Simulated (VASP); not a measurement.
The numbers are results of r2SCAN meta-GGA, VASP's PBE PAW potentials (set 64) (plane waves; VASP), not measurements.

VASP input:

### POSCAR
```
Sb
1.0
  3.0833400000   0.0000000000   0.0000000000
  0.0000000000   3.0833400000   0.0000000000
  0.0000000000   0.0000000000   3.0833400000
Sb
1
Cartesian
  0.0000000000   0.0000000000   0.0000000000
```

**KPOINTS**
```
Automatic mesh
0
Gamma
11 11 11
0 0 0
```

**INCAR**
```
SYSTEM = Sb
PREC = Accurate; ENCUT = 400; LREAL = .FALSE.
LASPH = .TRUE.
EDIFF = 1E-6; NELM = 100; ALGO = Normal
LMAXMIX = 4; LMIXTAU = .TRUE.
ISMEAR = 1; SIGMA = 0.1
METAGGA = R2SCAN
IBRION = 2; NSW = 60; ISIF = 3
EDIFFG = -0.01
LWAVE = .FALSE.; LCHARG = .FALSE.
```

POTCAR, in this order: Sb (PBE.64 set). Program: vasp_std.

Unless said otherwise, spin-orbit coupling is left out, though it shifts the bands of the heavy elements here.

Question: Predict the energy per atom (σ→0), volume per atom, band gap (on the k-mesh).

Answer: 
The energy per atom (σ→0) is -25.617 eV/atom and the band gap (on the k-mesh) is none (metal, semimetal or under 0.01 eV). The volume per atom comes out as 29.63 Å^3/atom.

File OSZICAR:
```
...
   2 F= -.25616836E+02 E0= -.25616860E+02  d E =-.472169E-03
       N       E                     dE             d eps       ncg     rms          rms(c)
DAV:   1    -0.256169890309E+02   -0.15310E-03   -0.37354E-03   702   0.357E-01    0.551E-02
DAV:   2    -0.256169424262E+02    0.46605E-04   -0.99529E-05   732   0.827E-02    0.356E-02
DAV:   3    -0.256169215436E+02    0.20883E-04   -0.45809E-05   708   0.547E-02    0.336E-03
DAV:   4    -0.256169310439E+02   -0.95003E-05   -0.73018E-06   726   0.189E-02    0.399E-03
DAV:   5    -0.256169311529E+02   -0.10897E-06   -0.14257E-07   390   0.378E-03
   3 F= -.25616931E+02 E0= -.25616924E+02  d E =-.567301E-03
```

The structure comes from a computed database's Sb entry (Pm-3m); how it stands against other phases isn't given here. This run relaxes it. Symmetry was kept, so distortions that lower it aren't found.
